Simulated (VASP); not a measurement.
Data:

```yaml
crystal:
  lattice:
    - [2.28884, -3.96438, 0.00000]
    - [2.28884, 3.96438, 0.00000]
    - [0.00000, 0.00000, 7.44321]
  atoms:
    - { symbol: Mg, position: [0.66667, 0.33333, 0.49971] }
    - { symbol: Mg, position: [0.33333, 0.66667, 0.99971] }
    - { symbol: Te, position: [0.66667, 0.33333, 0.87629] }
    - { symbol: Te, position: [0.33333, 0.66667, 0.37629] }
```

Method: vdW-DF-cx, VASP's PBE PAW potentials (set 64) (plane waves; VASP). Run with 520 eV cut-off, Gaussian smearing of 0.050 eV, potentials Mg Te.

Unless said otherwise, spin-orbit coupling is left out, though it shifts the bands of the heavy elements here.

Task: Give the energies of bands 3 to 11 at the high-symmetry points, in eV from the valence-band maximum.

Result: 
| band | Γ | M | K | A | L | H |
|---|---|---|---|---|---|---|
| 3 | -3.23 | -3.05 | -2.52 | -1.99 | -3.13 | -2.92 |
| 4 | -0.49 | -2.58 | -2.52 | -1.99 | -3.13 | -2.92 |
| 5 | -0.49 | -1.95 | -2.36 | -0.27 | -0.89 | -1.94 |
| 6 | -0.01 | -1.23 | -1.40 | -0.27 | -0.89 | -1.94 |
| 7 | -0.01 | -1.00 | -1.40 | -0.27 | -0.88 | -0.62 |
| 8 | 0.00 | -0.45 | -1.37 | -0.27 | -0.88 | -0.62 |
| 9 | 2.47 | 3.17 | 3.49 | 3.48 | 3.22 | 3.91 |
| 10 | 3.02 | 3.87 | 5.76 | 3.48 | 3.22 | 3.91 |
| 11 | 5.28 | 4.25 | 5.76 | 5.53 | 4.28 | 5.09 |

The gap is direct, 2.47 eV, from the valence maximum at Γ to the conduction minimum at Γ.

The compound is MgTe in the wurtzite structure. It was relaxed first.
